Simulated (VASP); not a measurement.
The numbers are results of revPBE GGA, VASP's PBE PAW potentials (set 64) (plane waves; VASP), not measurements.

VASP ran on this input.

**POSCAR**
```
Eu
1.0
 -2.2764893096   2.2764893096   2.2764893096
  2.2764893096  -2.2764893096   2.2764893096
  2.2764893096   2.2764893096  -2.2764893096
Eu
1
direct
  0.0000000000   0.0000000000   0.0000000000
```

INCAR:
```
! general
SYSTEM  = Eu
PREC    = Accurate
ENCUT   = 520
LREAL   = F
LASPH   = T

! electronic loop
EDIFF   = 1E-7
NELM    = 100
ALGO    = Normal
LMAXMIX = 6

! smearing
ISMEAR  = -5

! functional
GGA     = RE

! ions
ISIF    = 2

! output
LWAVE   = F
LCHARG  = T
LORBIT  = 11
NEDOS   = 601
```

**KPOINTS**
```
Automatic mesh
0
Gamma
13 13 13
0 0 0
```

POTCAR, in this order: Eu_2 (PBE.64 set). Program: vasp_std.

The 4f electrons are frozen in the core of the lanthanide potential, so 4f levels, which can set the real gap, and their magnetism are missing.

### Question
What does the run give for the energy per atom (σ→0), band gap (on the k-mesh)?

### Answer

```yaml
energy per atom (σ→0): -1636 meV/atom
band gap (on the k-mesh): none (metal, semimetal or under 0.01 eV)
```

File OSZICAR:
```
...
DAV:   7    -0.163546889834E+01   -0.79747E-02   -0.55066E-03  2056   0.707E-01    0.615E-02
DAV:   8    -0.163559089666E+01   -0.12200E-03   -0.15429E-04  2200   0.103E-01    0.171E-02
DAV:   9    -0.163561218580E+01   -0.21289E-04   -0.11513E-05  1856   0.267E-02    0.569E-03
DAV:  10    -0.163561647966E+01   -0.42939E-05   -0.19414E-06  2288   0.115E-02    0.167E-03
DAV:  11    -0.163561675376E+01   -0.27410E-06   -0.37043E-08  1224   0.177E-03    0.797E-04
DAV:  12    -0.163561706728E+01   -0.31352E-06   -0.46506E-09   920   0.638E-04    0.442E-05
DAV:  13    -0.163561704670E+01    0.20586E-07   -0.62411E-10   912   0.351E-04
   1 F= -.16356170E+01 E0= -.16356170E+01  d E =0.000000E+00
```

The compound is Eu in the bcc structure. It was relaxed first.
